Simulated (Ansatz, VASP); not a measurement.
**Cross-check of KMgH3 between VASP and Ansatz**

Aim: how closely do two programs agree when they are given the same cell, functional and k mesh?

Main program and level: Ansatz 0.2.0; plane waves, with VASP 6.6.1 beside it; single point at LDA and dielectric response at LDA.

### 1. The starting structure

The structure is cubic, space group Pm-3m (No. 221). The conventional cell has a = 4.025 Å, b = 4.025 Å, c = 4.025 Å, α = 90.00°, β = 90.00°, γ = 90.00°. Nearest to K lie 12 H at 2.85 Å. Nearest to Mg lie 6 H at 2.01 Å. Nearest to H lie 2 Mg at 2.01 Å and 8 H at 2.85 Å and 4 K at 2.85 Å. Farther neighbours are not listed.

Coordinates:

```cif
data_structure
_symmetry_space_group_name_H-M 'Pm-3m'
_symmetry_Int_Tables_number 221
_cell_length_a 4.0250
_cell_length_b 4.0250
_cell_length_c 4.0250
_cell_angle_alpha 90.000
_cell_angle_beta 90.000
_cell_angle_gamma 90.000
_cell_volume 65.21
loop_
_atom_site_label
_atom_site_type_symbol
_atom_site_symmetry_multiplicity
_atom_site_Wyckoff_symbol
_atom_site_fract_x
_atom_site_fract_y
_atom_site_fract_z
_atom_site_occupancy
K1 K 1 a 0.00000 0.00000 0.00000 1
Mg1 Mg 1 b 0.50000 0.50000 0.50000 1
H1 H 3 c 0.00000 0.50000 0.50000 1
```

### 2. VASP: single point, LDA

With cell and atoms fixed, the geometry can't cause a difference; cores, projectors, grids and the points listed under the comparison can.

Lines of VASP's logs that name or quote its potential files are left out, and so is its time.

Input file INCAR:

```
SYSTEM = KMgH3
PREC = Accurate
ENCUT = 400
EDIFF = 1E-07
NELM = 100
ISMEAR = 0
SIGMA = 0.01
LREAL = .FALSE.
ALGO = Normal
GGA = CA
NBANDS = 13
LORBIT = 11
LWAVE = .FALSE.
LCHARG = .FALSE.
KPAR = 2
```

Input file POSCAR:

```
KMgH3
1.0
    4.0250000000      0.0000000000      0.0000000000
    0.0000000000      4.0250000000      0.0000000000
    0.0000000000      0.0000000000      4.0250000000
K Mg H
1 1 3
Direct
    0.0000000000      0.0000000000      0.0000000000
    0.5000000000      0.5000000000      0.5000000000
    0.0000000000      0.5000000000      0.5000000000
    0.5000000000      0.0000000000      0.5000000000
    0.5000000000      0.5000000000      0.0000000000
```

Input file KPOINTS:

```
Automatic mesh
0
Gamma
6 6 6
0 0 0
```

PAW data sets: K_sv, Mg and H (PBE family, release 64).

Launch:

```sh
> mpirun -np 2 vasp_std
```

Numbers of over 12 decimals in the logs are rounded to 6 here.

Output:

```text
[banner, memory and clock lines left out]
running    2 mpi-ranks, on    1 nodes
 distrk:  each k-point on    1 cores,    2 groups
 distr:  one band on    1 cores,    1 groups

 POSCAR found type information on POSCAR K MgH
 POSCAR found :  3 types and       5 ions
|                                                                             |
|               ----> ADVICE to this user running VASP <----                  |
|                                                                             |
|     You enforced a specific xc type in the INCAR file but a different       |
|     [... a line on the potential file left out ...]
|     I HOPE YOU KNOW WHAT YOU ARE DOING!                                     |
|                                                                             |

 LDA part: xc-table for (Slater(with rela. corr.)+CA(PZ))
 , standard interpolation
 POSCAR, INCAR and KPOINTS ok, starting setup
 FFT: planning ... GRIDC
 FFT: planning ... GRID_SOFT
 FFT: planning ... GRID
 WAVECAR not read
 entering main loop
       N       E                     dE             d eps       ncg     rms          rms(c)
DAV:   1     0.417921699830E+02    0.41792E+02   -0.54797E+03   520   0.778E+02
DAV:   2    -0.130067094996E+02   -0.54799E+02   -0.52625E+02   630   0.198E+02
DAV:   3    -0.153731304652E+02   -0.23664E+01   -0.23591E+01   815   0.331E+01
DAV:   4    -0.154466764977E+02   -0.73546E-01   -0.73513E-01   710   0.467E+00
DAV:   5    -0.154477999277E+02   -0.11234E-02   -0.11234E-02   772   0.568E-01    0.597E+00
DAV:   6    -0.146992534240E+02    0.74855E+00   -0.49216E-01   630   0.424E+00    0.416E+00
DAV:   7    -0.144647648155E+02    0.23449E+00   -0.59120E-01   643   0.406E+00    0.181E+00
DAV:   8    -0.144688080721E+02   -0.40433E-02   -0.42721E-02   616   0.170E+00    0.202E-01
DAV:   9    -0.144686913557E+02    0.11672E-03   -0.23538E-03   720   0.330E-01    0.103E-01
DAV:  10    -0.144686706780E+02    0.20678E-04   -0.41463E-04   688   0.148E-01    0.306E-02
DAV:  11    -0.144686690541E+02    0.16239E-05   -0.89772E-06   719   0.198E-02    0.701E-03
DAV:  12    -0.144686683842E+02    0.66989E-06   -0.29894E-06   673   0.876E-03    0.156E-03
DAV:  13    -0.144686683629E+02    0.21353E-07   -0.28128E-07   656   0.349E-03
   1 F= -.14468668E+02 E0= -.14468668E+02  d E =-.699916E-35
```

Parts of OUTCAR (step 2):

```text
ion  position               nearest neighbor table
   1  0.000  0.000  0.000-   2 3.49   2 3.49   2 3.49   2 3.49   2 3.49   2 3.49   2 3.49   2 3.49

  LATTYP: Found a simple cubic cell.
 ALAT       =     4.0250000000

 Subroutine GETGRP returns: Found 48 space group operations
 (whereof 48 operations were pure point group operations)

The static configuration has the point symmetry O_h .

 Found     20 irreducible k-points:

   k-points           NKPTS =     20   k-points in BZ     NKDIM =     20   number of bands    NBANDS=     13

   dimension x,y,z NGX =    28 NGY =   28 NGZ =   28
   dimension x,y,z NGXF=    56 NGYF=   56 NGZF=   56

   ENCUT  =  400.0 eV  29.40 Ry    5.42 a.u.   6.56  6.56  6.56*2*pi/ulx,y,z

   NELECT =      14.0000    total number of electrons

 k-points in reciprocal lattice and weights: Automatic mesh
   0.00000000  0.00000000  0.00000000       0.005
   0.16666667  0.00000000  0.00000000       0.028
   0.33333333  0.00000000  0.00000000       0.028
   0.50000000  0.00000000  0.00000000       0.014
   0.16666667  0.16666667  0.00000000       0.056
   0.33333333  0.16666667  0.00000000       0.111
   0.50000000  0.16666667  0.00000000       0.056
   0.33333333  0.33333333  0.00000000       0.056
   0.50000000  0.33333333  0.00000000       0.056
[...]
0.50000000  0.50000000  0.33333333       0.028
   0.50000000  0.50000000  0.50000000       0.005

 average (electrostatic) potential at core
       1 -36.1807       2 -39.7641       3 -33.6557       4 -33.6557       5 -33.6557

 E-fermi :  -0.2244

 k-point     1 :       0.0000    0.0000    0.0000
  band No.  band energies     occupation
    ...
      3     -12.7173      2.00000
      4     -12.7173      2.00000
      5      -5.9401      2.00000
      6      -0.8075      2.00000
      7      -0.8075      2.00000
      8       5.1888      0.00000
      9       5.1888      0.00000
     10       5.1888      0.00000
     11       7.5377      0.00000
     12       7.5377      0.00000
    ...

 k-point     2 :       0.1667    0.0000    0.0000
  band No.  band energies     occupation
    ...
      3     -12.7118      2.00000
      4     -12.7118      2.00000
      5      -5.6718      2.00000
      6      -1.2526      2.00000
      7      -0.6981      2.00000
      8       5.0822      0.00000
      9       5.0822      0.00000
     10       5.3443      0.00000
     11       6.8199      0.00000
     12       7.8078      0.00000
    ...

 k-point     3 :       0.3333    0.0000    0.0000
  band No.  band energies     occupation
    ...
      3     -12.7009      2.00000
      4     -12.7009      2.00000
      5      -4.9490      2.00000
      6      -2.3214      2.00000
      7      -0.4518      2.00000
      8       4.8581      0.00000
      9       4.8581      0.00000
     10       5.7029      0.00000
     11       6.1174      0.00000
     12       8.3461      0.00000
    ...

  Total       -1.2890478     -1.2890478     -1.2890478     -0.0000000     -0.0000000      0.0000000
  in kB      -31.6724721    -31.6724721    -31.6724721     -0.0000000     -0.0000000      0.0000000
  external PRESSURE =     -31.6724721 kB  Pullay stress =       0.0000000 kB

  energy-cutoff  :      400.00
  volume of cell :       65.21
      direct lattice vectors                 reciprocal lattice vectors
     4.025000000  0.000000000  0.000000000     0.248447205  0.000000000  0.000000000
     0.000000000  4.025000000  0.000000000     0.000000000  0.248447205  0.000000000
     0.000000000  0.000000000  4.025000000     0.000000000  0.000000000  0.248447205

 POSITION                                       TOTAL-FORCE (eV/Angst)
 -----------------------------------------------------------------------------------
      0.00000      0.00000      0.00000         0.000000      0.000000      0.000000
      2.01250      2.01250      2.01250         0.000000      0.000000      0.000000
      0.00000      2.01250      2.01250         0.000000      0.000000      0.000000
      2.01250      0.00000      2.01250         0.000000      0.000000      0.000000
      2.01250      2.01250      0.00000         0.000000      0.000000      0.000000
 -----------------------------------------------------------------------------------
    total drift:                               -0.000000     -0.000000      0.000000

  FREE ENERGIE OF THE ION-ELECTRON SYSTEM (eV)
  ---------------------------------------------------
  free  energy   TOTEN  =       -14.4686683629 eV

  energy  without entropy=      -14.4686683629  energy(sigma->0) =      -14.46866836

 total charge
# of ion       s       p       d       tot
------------------------------------------
    1        1.955   5.515   0.045   7.515
    2        0.161   0.150   0.034   0.345
    3        0.520   0.002   0.000   0.522
    4        0.520   0.002   0.000   0.522
    5        0.520   0.002   0.000   0.522
--------------------------------------------------
tot          3.677   5.670   0.079   9.426

[... 3 further parts left out ...]
```

The run ends at a pressure of -3.17 GPa.

### 3. Ansatz: single point, LDA

Ansatz runs on its default PAW (the set named soft_2) files.

The same cell, functional (in two slightly different forms), mesh and smearing now go to Ansatz, which takes its cutoff from its data sets.

Input file input.yaml:

```yaml
crystal:
  lattice:
    - [4.025, 0.0, 0.0]
    - [0.0, 4.025, 0.0]
    - [0.0, 0.0, 4.025]
  atoms:
    - { symbol: K, position: [0.0, 0.0, 0.0] }
    - { symbol: Mg, position: [0.5, 0.5, 0.5] }
    - { symbol: H, position: [0.0, 0.5, 0.5] }
    - { symbol: H, position: [0.5, 0.0, 0.5] }
    - { symbol: H, position: [0.5, 0.5, 0.0] }
hamiltonian:
  xc: lda
  pseudopotentials: { kind: paw }
kpoints:
  mp_grid: { grid: [6, 6, 6] }
scf:
  occupations: { method: gaussian, width: 0.01 }
  n_extra_bands: 5
output:
  forces: true
  stress: true
  eigenvalues: true
  write_density: true
  write_potential: true
  elf: true
  volumetric_format: npy
```

Launch:

```sh
> ansatz run input.yaml --threads 2 --pin off --max-ram 4608MiB --backend cpu --events-out ev --progress --plain --runs-dir out
```

Output:

```text
scf.n_extra_bands = 5 over 11 filled bands (N_el = 22.0): the run solves 16 bands
Engine: ansatz 0.2.0, aarch64-unknown-linux-gnu
Pseudopotentials: kind: paw
Pseudopotential: K, paw, valence charge 9, recommended cutoff 420 eV (normal), K.paw.azcp
Pseudopotential: Mg, paw, valence charge 10, recommended cutoff 420 eV (normal), Mg.paw.azcp
Pseudopotential: H, paw, valence charge 1, recommended cutoff 420 eV (normal), H.paw.azcp
Functional definition: SPW92
  exchange = slater_x
  correlation = pw_c
Crystal: 5 atoms, lattice volume = 65.208 Å³
Basis set: ecut = 420 eV, 1309 PW (Γ)
Bands: 16, of which v1, the nominal top of the filled ones, is band 11 counted from 1 (10 counted from 0)
Symmetry: 48 space group operations
Space group: Pm-3m (ITA 221), of the structure as read, at distance tolerance 4.0e-5 Å
k-points: 20 of 216
Non-local potential: K, projectors of the file, l = 0: 3, l = 1: 2, l = 2: 2
Non-local potential: Mg, projectors of the file, l = 0: 3, l = 1: 2, l = 2: 1
Non-local potential: H, projectors of the file, l = 0: 2, l = 1: 1
PAW form: soft (Blöchl's): semilocal exchange-correlation on the pseudo side does not see the compensation charge
PAW frozen core: K, regenerated for the run's functional, and the local potential with it (the file was generated under x = pbe(κ = 0.804, μ = 0.219515), c = pbe(β = 0.066725))
PAW frozen core: Mg, regenerated for the run's functional, and the local potential with it (the file was generated under x = pbe(κ = 0.804, μ = 0.219515), c = pbe(β = 0.066725))
PAW one-centre angular grid: K, 110 points (default); XC on 64 Gauss nodes
PAW one-centre angular grid: Mg, 110 points (default); XC on 64 Gauss nodes
PAW one-centre angular grid: H, 110 points (default); XC on 64 Gauss nodes
Initial density: superposition of atomic densities (neutral atoms: chi_scale 0, normalization atom), corrected by the library's trained network
Initial wavefunctions: pseudopotential atomic-orbital guess
Functional: x = slater, c = lda
SCF iter   1: F=—  HF=-3446.313307 eV  |F-HF|=—  |Δ(HF+E_count)|=         —  Δρ=1.16e-2  dr2=6.38e-2  ethr=1.77e-3  ⟨swp⟩=6.3  Hψ=1861  notcnv=0
preconditioner: auto → Resta (q_TF=auto, 2.276 Å⁻¹)  ε∞=2.4  [insulator: Δε(μ)=1.909 eV  Ē_g=13.391 eV  σ=0.010 eV  W_gap=1.00  n_scr=18 (ndim 8)  ℏωp=15.9 eV  f_vac=0.000  D(μ)=0.00/eV (n_scr^D=0)  ε∞_Penn≈2.4]
SCF iter   2: F=—  HF=-3446.290249 eV  |F-HF|=—  |Δ(HF+E_count)|=   2.31e-2  Δρ=5.08e-3  dr2=1.32e-2  ethr=2.90e-4  ⟨swp⟩=1.7  Hψ=532  notcnv=0  defer=8
SCF iter   3: F=—  HF=-3446.285136 eV  |F-HF|=—  |Δ(HF+E_count)|=   5.11e-3  Δρ=4.13e-4  dr2=5.25e-5  ethr=6.00e-5  ⟨swp⟩=2.0  Hψ=468  notcnv=0  defer=20
SCF iter   4: F=—  HF=-3446.285155 eV  |F-HF|=—  |Δ(HF+E_count)|=   1.98e-5  Δρ=8.28e-5  dr2=3.13e-6  ethr=2.38e-7  ⟨swp⟩=2.6  Hψ=523  notcnv=0  defer=20
SCF iter   5: F=—  HF=-3446.285155 eV  |F-HF|=—  |Δ(HF+E_count)|=   9.43e-8  Δρ=1.38e-5  dr2=1.21e-7  ethr=1.42e-8  ⟨swp⟩=2.0  Hψ=428  notcnv=0  defer=20
SCF iter   6: F=-3446.285156 eV  HF=-3446.285156 eV  |F-HF|=5.23e-10  |Δ(HF+E_count)|=   5.27e-8  Δρ=2.53e-6  dr2=5.19e-9  ethr=4.55e-10  ⟨swp⟩=10.9  Hψ=1949  notcnv=0
SCF 1 converged in 6 iterations: F = -3446.285156 eV  dr2 = 5.19e-9
  greatest PAW one-centre occupation: 1.000 electrons in one spin orbital (limit 2), on the Mg atom at site 1 (counted from 0), in its partial waves of l = 0
SCF converged after 6 iterations
Free energy (F): -3446.285156 eV
Harris-Foulkes:  -3446.285156 eV  (|F-HF|=5.23e-10)
Internal energy: -3446.285156 eV  (E = F + TS)
E sigma→0 (E₀):  -3446.285156 eV
Fermi energy:    4.003160 eV
--- Per-component energies (eV) ---
  E_band       = -474.808675
  E_kinetic    = 369.126872
  E_local      = -2262.696083  (includes V_loc(G=0)·N_el)
  E_nonlocal   = 115.227432
  E_hartree    = 799.843878
  E_xc         = -188.212435
  E_vxc        = -235.486782  (∫ρ·V_xc dr)
  E_paw        = -1015.103264  (= ΣΔE_a)
  E_vpaw       = -60.665524  (= ΣTr[D̂ρ^β])
  E_aug_tail   = -0.003154  (compensation charges beyond the density's cutoff)
  E_ewald      = -1264.876380
  E_core_change = 0.407979  (= ΣΔE_core)
  E_smearing   = -0.000000  (= −TS)
  E_closure    = -0.000000  (closes the sum)
  Σ components = -3446.285156   (vs F -3446.285156, Δ=0.00e0)
--- Forces (eV/Å), atoms counted from 1 ---
  atom   1  K     -0.00000000     0.00000000    -0.00000000
  atom   2  Mg     0.00000000     0.00000000     0.00000000
  atom   3  H      0.00000000     0.00000000     0.00000000
  atom   4  H      0.00000000     0.00000000    -0.00000000
  atom   5  H      0.00000000    -0.00000000    -0.00000000
  max |Σ_I F_I| component: 5.83e-29 eV/Å
--- Stress (GPa, compression-positive) ---
       -2.944734       0.000000      -0.000000
       -0.000000      -2.944734      -0.000000
        0.000000      -0.000000      -2.944734
  P = ⅓ Tr σ = -2.9447 GPa (-29.447 kbar)
--- Band table (eV; the first three rows and the last of 20) ---
  k-point 0: bands = [... 7 lower, -9.4531, -2.6508, 2.4807, 2.4807, 8.4658, 8.4658, 8.4658, 10.8138, ... 1 higher]
  k-point 1: bands = [... 7 lower, -9.4476, -2.3831, 2.0352, 2.5896, 8.3631, 8.3631, 8.6227, 10.1054, ... 1 higher]
  k-point 2: bands = [... 7 lower, -9.4368, -1.6611, 0.9686, 2.8342, 8.1459, 8.1459, 8.9982, 9.3969, ... 1 higher]
  k-point 19: bands = [... 7 lower, -9.5973, 0.8146, 0.8146, 0.8146, 5.0316, 8.3310, 8.3310, 8.3310, ... 1 higher]
```

Elapsed: 1.9 s, on 2 threads of Arm Neoverse N1, shared host; peak memory 0.28 GiB.

Reading the cycles: dr2 is the Hartree energy of the density residual (eV), the measure of convergence; HF is the Harris–Foulkes estimate of the energy, which meets the free energy F at convergence.

The run ends at a pressure of -2.94 GPa.

### 4. Side by side

Known differences besides the potentials themselves: the two LDA forms differ slightly; the data sets hold 22 valence electrons in Ansatz (default PAW (the set named soft_2) files) and 14 in VASP; the cutoff is 420 eV in Ansatz and 400 eV in VASP; Ansatz makes its cores anew for this functional, VASP keeps those of its PBE data sets; VASP's log shows a relativistic correction to its local exchange, Ansatz's none. Total energies have different zeros and are not compared.

Compared:

```
                                        quantity  Ansatz   VASP  difference
                                  pressure (GPa)   -2.94  -3.17       +0.22
pressure without Ansatz's Pulay correction (GPa)   -3.02  -3.17       +0.14
                          gap on the k mesh (eV)   2.057  2.072      -0.015
```

A gap on the mesh is an upper bound, since the band edges may lie between its points. Ansatz's pressure holds a Pulay correction of 0.08 GPa; VASP's holds none.

### 5. Other set-ups

Further runs change the set-up of one program: Ansatz's method, potentials or start, or VASP's data sets, cutoff or form of LDA. The table gives Ansatz less VASP for each quantity, since a change that brings one quantity closer may part another.

```
                              run  pressure (GPa)  gap on the k mesh (eV)
                         as above            0.22                  -0.015
Ansatz's all-electron LAPW method            0.23                  -0.013
```

(Continued in part 2 of 2.)

[Lines on the potential files, build, host, timing and source positions are cut from VASP's logs without a mark.]

[Logs are printed without paths, hosts, clocks, repeated set-up lines and the standing remarks that a program may print on its own settings, such as how far it seeks lower states.]

[Hosts, paths, dates, database ids (printed as entryN), source tags and the programs' standing remarks are cut or masked in the printed files.]
